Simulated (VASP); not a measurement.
Input of a VASP 6.6.1 run:

INCAR

```
PREC     = Accurate       # precision mode
ENCUT    = 520            # plane-wave cutoff, eV
EDIFF    = 1E-6           # SCF threshold, eV
ISMEAR   = -1             # smearing method
SIGMA    = 0.0901         # smearing width, eV
LREAL    = F              # projectors in reciprocal space
LASPH    = T              # aspherical terms in the spheres
NELM     = 150            # most SCF steps
ALGO     = Fast           # electronic algorithm
ISIF     = 2              # what is computed and relaxed
LWAVE    = F              # write WAVECAR
LCHARG   = F              # write CHGCAR
ISPIN    = 2              # spin polarisation
MAGMOM   = 3 -3 0 0 0 0 0 0 0 0 0 0 0 0 # initial moments
LORBIT   = 11             # projections on sites
LMAXMIX  = 4              # l up to which the mixer works
GGA      = PE             # functional
NBANDS   = 59             # bands
```

The input KPOINTS:

```
Automatic mesh
0
Gamma
  5 5 5
```

The input POSCAR:

```
Al2CrO4
1.0
    0.0000000000      4.0372312000      4.0372312000
    4.0372312000      0.0000000000      4.0372312000
    4.0372312000      4.0372312000      0.0000000000
Cr Al O
2 4 8
Direct
    0.1250000000      0.1250000000      0.1250000000
    0.8750000000      0.8750000000      0.8750000000
    0.5000000000      0.5000000000      0.5000000000
    0.0000000000      0.5000000000      0.5000000000
    0.5000000000      0.5000000000      0.0000000000
    0.5000000000      0.0000000000      0.5000000000
    0.2645000000      0.2645000000      0.2645000000
    0.2935000000      0.7355000000      0.7355000000
    0.2645000000      0.2645000000      0.7065000000
    0.7355000000      0.2935000000      0.7355000000
    0.7065000000      0.2645000000      0.2645000000
    0.7355000000      0.7355000000      0.7355000000
    0.2645000000      0.7065000000      0.2645000000
    0.7355000000      0.7355000000      0.2935000000
```

Potentials or basis: VASP PAW PBE potentials, release 64 (Cr_pv, Al, O).

The run is started by

```bash
$ cat potpaw_PBE.64/Cr_pv/POTCAR potpaw_PBE.64/Al/POTCAR potpaw_PBE.64/O/POTCAR > POTCAR
$ mpirun -np 1 vasp_std > vasp.out
```

Task: Estimate the site moments.

Result: Cr +3.42, -3.42; Al +0.00; O +0.01, -0.01 μB.

Task: What does it give for the largest force?

Result: 0.587 eV/Å.

Task: Predict the band gap on the k mesh.

Result: None (metal or under the smearing width).

Task: Estimate the net moment.

Result: 0.00 μB per cell.

Forces in eV/Å, atoms in the order of the input:
```
Cr   0.000  0.000  0.000
Cr   0.000  0.000  0.000
Al   0.000  0.000  0.000
Al   0.000  0.000  0.000
Al   0.000  0.000  0.000
Al   0.000  0.000  0.000
O    0.339  0.339  0.339
O   -0.339  0.339  0.339
O   -0.339 -0.339  0.339
O    0.339 -0.339  0.339
O    0.339 -0.339 -0.339
O   -0.339 -0.339 -0.339
O   -0.339  0.339 -0.339
O    0.339  0.339 -0.339
```

Caveat: semilocal functionals often make such compounds metallic where correlation or magnetic order opens a gap, which also shifts bond lengths. With open d or f shells a metallic result of PBE can be an artefact of self-interaction; +U or a hybrid may open a gap.
